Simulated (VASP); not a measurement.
OSZICAR of a VASP run on Fe (bcc):

OSZICAR:
```
       N       E                     dE             d eps       ncg     rms          rms(c)
DAV:   1     0.148017803064E+02    0.14802E+02   -0.40651E+03  7340   0.107E+03
DAV:   2    -0.895661325307E+01   -0.23758E+02   -0.22452E+02  7073   0.127E+02
DAV:   3    -0.925201166494E+01   -0.29540E+00   -0.29467E+00  7827   0.197E+01
DAV:   4    -0.925332505200E+01   -0.13134E-02   -0.13131E-02  7732   0.120E+00
DAV:   5    -0.925333685258E+01   -0.11801E-04   -0.11801E-04  7595   0.102E-01    0.119E+01
DAV:   6    -0.829520056861E+01    0.95814E+00   -0.12070E+01  7440   0.565E+01    0.486E+00
DAV:   7    -0.824252407140E+01    0.52676E-01   -0.60247E-01  7440   0.124E+01    0.313E+00
DAV:   8    -0.823650840940E+01    0.60157E-02   -0.73174E-03  8666   0.744E-01    0.152E+00
DAV:   9    -0.822906318106E+01    0.74452E-02   -0.93183E-03  8836   0.842E-01    0.375E-01
DAV:  10    -0.822940576395E+01   -0.34258E-03   -0.86970E-04  7683   0.378E-01    0.128E-01
DAV:  11    -0.822939900448E+01    0.67595E-05   -0.28354E-04  7711   0.201E-01    0.416E-02
DAV:  12    -0.822939913685E+01   -0.13237E-06   -0.79111E-06  7142   0.452E-02
   1 F= -.75528537E+01 E0= -.75526635E+01  d E =-.755285E+01  mag=     2.1233
```

Question: Which electronic solver shows in the log?

Answer: It is blocked Davidson (ALGO = Normal, or the opening steps of other solvers). The INCAR had ALGO = Normal.

Question: How was spin treated?

Answer: Collinear spin (ISPIN = 2): the summary line carries one mag value, 2.12 μB in the cell.

Question: Can the final energy be trusted as converged?

Answer: Self-consistency was reached. It stopped with EDIFF = 1E-6, NELM = 100, NSW = 40 and EDIFFG = -0.02 after 1 ionic step (PBE GGA, plane waves, VASP's PBE PAW potentials (set 64)).

The compound is Fe in the bcc structure. It was relaxed first under an external pressure of 10 GPa.
